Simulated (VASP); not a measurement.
Computed with PBEsol GGA, VASP's PBE PAW potentials (set 64) (plane waves; VASP).

A VASP calculation is set up with these files.

File POSCAR:
```
Hf
1.0
  1.5552021711  -2.6936891358   0.0000000000
  1.5552021711   2.6936891358   0.0000000000
  0.0000000000   0.0000000000   4.9398992952
Hf
2
Cartesian
  1.5552021711   0.8978981744   1.2349748238
  1.5552021711  -0.8978981744   3.7049244714
```

File KPOINTS:
```
Automatic mesh
0
Gamma
13 13 8
0 0 0
```

### INCAR
```
SYSTEM = Hf
PREC = Accurate; ENCUT = 500; LREAL = .FALSE.
LASPH = .TRUE.
EDIFF = 1E-6; NELM = 100; ALGO = Normal
LMAXMIX = 6
ISMEAR = 1; SIGMA = 0.1
GGA = PS
IBRION = 2; NSW = 40; ISIF = 3
EDIFFG = -0.02; PSTRESS = 100
LWAVE = .FALSE.; LCHARG = .FALSE.
```

POTCAR, in this order: Hf_pv (PBE.64 set). Program: vasp_std.

Output of the run:

File OSZICAR:
```
       N       E                     dE             d eps       ncg     rms          rms(c)
DAV:   1     0.466755844805E+02    0.46676E+02   -0.11574E+04  2948   0.133E+03
DAV:   2    -0.197957598843E+02   -0.66471E+02   -0.65091E+02  3666   0.269E+02
DAV:   3    -0.216725359957E+02   -0.18768E+01   -0.18475E+01  3956   0.304E+01
DAV:   4    -0.216874083966E+02   -0.14872E-01   -0.14869E-01  3366   0.339E+00
DAV:   5    -0.216876186883E+02   -0.21029E-03   -0.21028E-03  3904   0.326E-01    0.692E+01
DAV:   6    -0.211760717423E+02    0.51155E+00   -0.45066E-01  3108   0.517E+00    0.410E+01
DAV:   7    -0.209904518946E+02    0.18562E+00   -0.74981E-01  3114   0.641E+00    0.208E+00
DAV:   8    -0.209819380074E+02    0.85139E-02   -0.48255E-02  3240   0.172E+00    0.134E-01
DAV:   9    -0.209820325031E+02   -0.94496E-04   -0.10282E-03  4086   0.251E-01    0.198E-01
DAV:  10    -0.209820295221E+02    0.29811E-05   -0.53844E-05  3288   0.610E-02    0.321E-01
DAV:  11    -0.209820268464E+02    0.26756E-05   -0.97189E-06  3522   0.249E-02    0.192E-02
DAV:  12    -0.209820271502E+02   -0.30380E-06   -0.68678E-07  2172   0.712E-03
   1 F= -.18398745E+02 E0= -.18399292E+02  d E =-.183987E+02
       N       E                     dE             d eps       ncg     rms          rms(c)
DAV:   1    -0.214646537062E+02   -0.48263E+00   -0.18994E+01  2940   0.393E+01    0.106E+01
DAV:   2    -0.209000287112E+02    0.56462E+00   -0.11126E+00  2958   0.923E+00    0.309E+00
DAV:   3    -0.207171122557E+02    0.18292E+00   -0.35939E-01  3012   0.494E+00    0.160E+00
DAV:   4    -0.207022953847E+02    0.14817E-01   -0.31365E-02  3388   0.148E+00    0.138E+00
DAV:   5    -0.206999794090E+02    0.23160E-02   -0.52827E-03  3414   0.487E-01    0.195E-01
DAV:   6    -0.207000200666E+02   -0.40658E-04   -0.19669E-04  3858   0.106E-01    0.699E-02
DAV:   7    -0.207000135043E+02    0.65623E-05   -0.48436E-06  3336   0.192E-02    0.119E-02
DAV:   8    -0.207000134355E+02    0.68819E-07   -0.31581E-07  1950   0.476E-03
   2 F= -.18353189E+02 E0= -.18353127E+02  d E =0.455563E-01
       N       E                     dE             d eps       ncg     rms          rms(c)
DAV:   1    -0.212177469013E+02   -0.51773E+00   -0.75900E+00  2940   0.248E+01    0.707E+00
DAV:   2    -0.209965635545E+02    0.22118E+00   -0.48260E-01  3018   0.588E+00    0.204E+00
DAV:   3    -0.209272553988E+02    0.69308E-01   -0.11582E-01  3024   0.269E+00    0.833E-01
DAV:   4    -0.209174250773E+02    0.98303E-02   -0.21695E-02  3216   0.120E+00    0.691E-01
DAV:   5    -0.209167964339E+02    0.62864E-03   -0.17893E-03  3648   0.270E-01    0.134E-01
DAV:   6    -0.209168003749E+02   -0.39410E-05   -0.76872E-05  3518   0.647E-02    0.542E-02
DAV:   7    -0.209167981831E+02    0.21918E-05   -0.31240E-06  3544   0.137E-02    0.120E-02
DAV:   8    -0.209167981813E+02    0.18158E-08   -0.43929E-08  1896   0.151E-03
   3 F= -.18422016E+02 E0= -.18422568E+02  d E =-.232710E-01
       N       E                     dE             d eps       ncg     rms          rms(c)
DAV:   1    -0.209150965325E+02    0.17017E-02   -0.10030E-03  2976   0.284E-01    0.784E-02
DAV:   2    -0.209150665252E+02    0.30007E-04   -0.61767E-05  3072   0.672E-02    0.221E-02
DAV:   3    -0.209150570992E+02    0.94260E-05   -0.17477E-05  3054   0.334E-02    0.110E-02
DAV:   4    -0.209150562190E+02    0.88021E-06   -0.20139E-06  2026   0.123E-02
   4 F= -.18422023E+02 E0= -.18422574E+02  d E =-.232782E-01
```

**OUTCAR**
```
------------------------ aborting loop because EDIFF is reached ----------------------------------------
  FORCE on cell =-STRESS in cart. coord.  units (eV):
  Direction    XX          YY          ZZ          XY          YZ          ZX
  --------------------------------------------------------------------------------------
  Total        2.4682506      2.4682505      2.5325120      0.0000000      0.0000000      0.0000000
  in kB       99.0059316     99.0059285    101.5835721      0.0000000      0.0000000      0.0000000
  external PRESSURE =      -0.1348559 kB  Pullay stress =     100.0000000 kB
  volume of cell :       39.94
      direct lattice vectors                 reciprocal lattice vectors
     1.536879678 -2.661953646  0.000000000     0.325334512 -0.187831971  0.000000000
     1.536879678  2.661953646  0.000000000     0.325334512  0.187831971  0.000000000
     0.000000000  0.000000000  4.881668257     0.000000000  0.000000000  0.204848004
 POSITION                                       TOTAL-FORCE (eV/Angst)
 -----------------------------------------------------------------------------------
      1.53688      0.88732      1.22042         0.000000     -0.000000      0.000000
      1.53688     -0.88732      3.66125        -0.000000      0.000000      0.000000
 -----------------------------------------------------------------------------------
    total drift:                                0.000000      0.000166     -0.000015
  FREE ENERGIE OF THE ION-ELECTRON SYSTEM (eV)
  ---------------------------------------------------
  free  energy   TOTEN  =       -20.9150562190 eV

  energy  without entropy=      -20.9167074746  energy(sigma->0) =      -20.91560664
  enthalpy is  TOTEN    =       -18.4220231879 eV   P V=        2.4930330311

 reached required accuracy - stopping structural energy minimisation
```
(Selected blocks of OUTCAR.)

File CONTCAR:
```
Hf
   1.00000000000000
     1.5368796778982077   -2.6619536461950841    0.0000000000000000
     1.5368796778982077    2.6619536461950841    0.0000000000000000
     0.0000000000000000    0.0000000000000000    4.8816682570809737
  Hf
     2
Direct
     0.3333330000000032    0.6666669999999968    0.2500000000000000
     0.6666669999999968    0.3333330000000032    0.7500000000000000
```

OUTCAR:
```
 val. band max:        5.5944512978   @ k =   0.1538   0.0000   0.3750

 cond. band min:       5.6327419344   @ k =   0.3077   0.3077   0.2500


 Fermi energy:         5.6002798893

 k-point     1 :       0.0000    0.0000    0.0000
  band No.  band energies     occupation
      1     -25.4234      2.00000
      2     -24.3482      2.00000
      3     -24.3482      2.00000
      4     -24.1692      2.00000
      5     -24.1692      2.00000
      6     -24.1663      2.00000
      7      -2.1941      2.00000
      8       1.4730      2.00000
      9       6.6722     -0.00000
     10       6.7560     -0.00000
     11       6.7560     -0.00000
     12       7.0341     -0.00000
     13       7.6993      0.00000
     14       7.6994      0.00000

 k-point     2 :       0.0769    0.0000    0.0000
  band No.  band energies     occupation
      1     -25.4011      2.00000
      2     -24.3979      2.00000
      3     -24.3646      2.00000
      4     -24.2218      2.00000
      5     -24.1763      2.00000
      6     -24.1756      2.00000
      7      -1.9869      2.00000
      8       1.6761      2.00000
      9       6.2376     -0.00000
     10       6.3496     -0.00000
     11       6.9513     -0.00000
     12       7.4025     -0.00000
     13       7.5086     -0.00000
     14       7.8854      0.00000

 k-point     3 :       0.1538    0.0000    0.0000
  band No.  band energies     occupation
      1     -25.3367      2.00000
      2     -24.5354      2.00000
      3     -24.4086      2.00000
      4     -24.3632      2.00000
      5     -24.2063      2.00000
      6     -24.1944      2.00000
      7      -1.3971      2.00000
      8       2.2208      2.00000
      9       5.5216      1.97320
     10       5.5617      1.60207
     11       6.9287     -0.00000
     12       7.5278     -0.00000
     13       7.7345      0.00000
     14       7.7997      0.00000

 k-point     4 :       0.2308    0.0000    0.0000
  band No.  band energies     occupation
...
```

Energy and stress use the plane-wave basis of the starting cell. Unless said otherwise, spin-orbit coupling is left out, though it shifts the bands of the heavy elements here.

The compound is Hf in the hcp structure. This run relaxes it under an external pressure of 10 GPa. Symmetry was kept, so distortions that lower it aren't found.
